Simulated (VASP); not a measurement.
Runs of VASP 6.6.1 on CdF2. It takes space group Fm-3m (No. 225, cubic). The conventional cell has a = 5.444 Å, b = 5.444 Å, c = 5.444 Å, α = 90.00°, β = 90.00°, γ = 90.00°. Cd (site symmetry m-3m) is surrounded by 8 F at 2.36 Å. Around F (site symmetry -43m) lie 4 Cd at 2.36 Å. 

```tsv
task	cell	cutoff (eV)	smearing	gap on the mesh (eV)	pressure (GPa)	relaxed volume (Å³/atom)
single point	Fm-3m, 13.45 Å³/atom	520	gaussian 0.02 eV	2.96	0.6	-
relaxation of cell and atoms	relaxed from: cell and atoms relaxed tightly for response	600	gaussian 0.01 eV	2.94	0.0	13.51
single point	cell and atoms relaxed tightly for response	520	gaussian 0.01 eV	2.96	0.6	-
relaxation of cell and atoms	relaxed	600	gaussian 0.02 eV	2.94	0.0	(a)
```

Alike in all rows: level PBE+D3(BJ); potentials or basis VASP PAW PBE potentials, release 64 (Cd, F); no spin polarisation; k mesh 8 × 8 × 8.

Problem. Estimate the missing entries.

Solution. (a) 13.52.

A k mesh can miss the band edges, and the runs leave out spin-orbit coupling on Cd.
